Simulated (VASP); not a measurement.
OSZICAR of a VASP run on CdS (zinc blende):

File OSZICAR:
```
       N       E                     dE             d eps       ncg     rms          rms(c)
DAV:   1     0.114367505131E+03    0.11437E+03   -0.92023E+03   910   0.126E+03
DAV:   2    -0.149795896347E+01   -0.11587E+03   -0.11107E+03  1045   0.300E+02
DAV:   3    -0.664257885233E+01   -0.51446E+01   -0.51298E+01  1090   0.662E+01
DAV:   4    -0.668082998550E+01   -0.38251E-01   -0.38245E-01  1040   0.568E+00
DAV:   5    -0.668138765578E+01   -0.55767E-03   -0.55767E-03  1080   0.663E-01    0.813E+00
DAV:   6    -0.615300343618E+01    0.52838E+00   -0.10549E+00  1265   0.141E+01    0.642E+00
DAV:   7    -0.613463919947E+01    0.18364E-01   -0.21362E-01   955   0.370E+00    0.319E+00
DAV:   8    -0.613487087677E+01   -0.23168E-03   -0.20760E-02   970   0.219E+00    0.301E-01
DAV:   9    -0.613466480888E+01    0.20607E-03   -0.28755E-03  1065   0.898E-01    0.768E-02
DAV:  10    -0.613481548757E+01   -0.15068E-03   -0.30201E-04   950   0.184E-01    0.784E-02
DAV:  11    -0.613489554823E+01   -0.80061E-04   -0.12024E-04   943   0.123E-01    0.200E-02
DAV:  12    -0.613488675528E+01    0.87930E-05   -0.49686E-05  1065   0.101E-01    0.851E-03
DAV:  13    -0.613488794725E+01   -0.11920E-05   -0.50522E-06   915   0.175E-02    0.636E-03
DAV:  14    -0.613488788477E+01    0.62486E-07   -0.10871E-07   800   0.294E-03
   1 F= -.67516250E+01 E0= -.67516250E+01  d E =0.000000E+00
```

Task: Which electronic solver shows in the log?

Result: It is blocked Davidson (ALGO = Normal, or the opening steps of other solvers). The INCAR had ALGO = Normal.

Task: Can the final energy be trusted as converged?

Result: The run converged. It stopped with EDIFF = 1E-7, NELM = 100 (PBE GGA with D4 dispersion, plane waves, VASP's PBE PAW potentials (set 64)).

The compound is CdS in the zinc blende structure, a metastable form; wurtzite is the usual one. It was relaxed first.
